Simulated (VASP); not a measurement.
An input for Ansatz (written as the equivalent of a VASP run, and not itself run):

Ansatz 0.2 input:
```yaml
crystal:
  lattice:
    - [-2.9631241, 2.9631241, 1.6138803]
    - [2.9631241, -2.9631241, 1.6138803]
    - [2.9631241, 2.9631241, -1.6138803]
  atoms:
    - { symbol: Sn, position: [0.2500000, 0.7500000, 0.5000000] }
    - { symbol: Sn, position: [1.0000000, 0.0000000, 1.0000000] }
kpoints:
  mp_grid: { grid: [12, 12, 12] }
hamiltonian:
  xc: pbe
  pseudopotentials: { kind: paw }
scf:
  occupations: { method: methfessel_paxton, width: 0.1 }
  max_iter: 100
relax:
  max_steps: 40
  f_tol: 0.01
  cell: { p_target: 15 }
output: { forces: true, stress: true, eigenvalues: true }
```

Task: Write the VASP files for the same calculation (PBE).

Result: One answer among several that fit: 
### POSCAR
```
Sn
1.0
 -2.9631240771   2.9631240771   1.6138802969
  2.9631240771  -2.9631240771   1.6138802969
  2.9631240771   2.9631240771  -1.6138802969
Sn
2
direct
  0.2500000000   0.7500000000   0.5000000000
  1.0000000000   0.0000000000   1.0000000000
```

File KPOINTS:
```
Automatic mesh
0
Gamma
12 12 12
0 0 0
```

**INCAR**
```
! general
SYSTEM  = Sn
PREC    = Accurate
ENCUT   = 480
LREAL   = .FALSE.
LASPH   = .TRUE.

! electronic loop
EDIFF   = 1E-7
NELM    = 100
ALGO    = Normal
LMAXMIX = 4

! smearing
ISMEAR  = 1
SIGMA   = 0.1

! functional
GGA     = PE

! ions
IBRION  = 2
NSW     = 40
ISIF    = 3
EDIFFG  = -0.01
PSTRESS = 150

! output
LWAVE   = .FALSE.
LCHARG  = .FALSE.
```

POTCAR, in this order: Sn_d (PBE.64 set). Program: vasp_std.

The two are equivalent in intent, not identical: each code has its own PAW files, so the cut-off isn't converted (ENCUT is set for VASP's; basis.ecutwfc is left out, and Ansatz then takes the one that its files recommend); Ansatz stops its SCF on the density residual and VASP on the energy change (EDIFF).

The compound is Sn in the beta structure. This run relaxes it under an external pressure of 15 GPa. Symmetry was kept, so distortions that lower it aren't found.
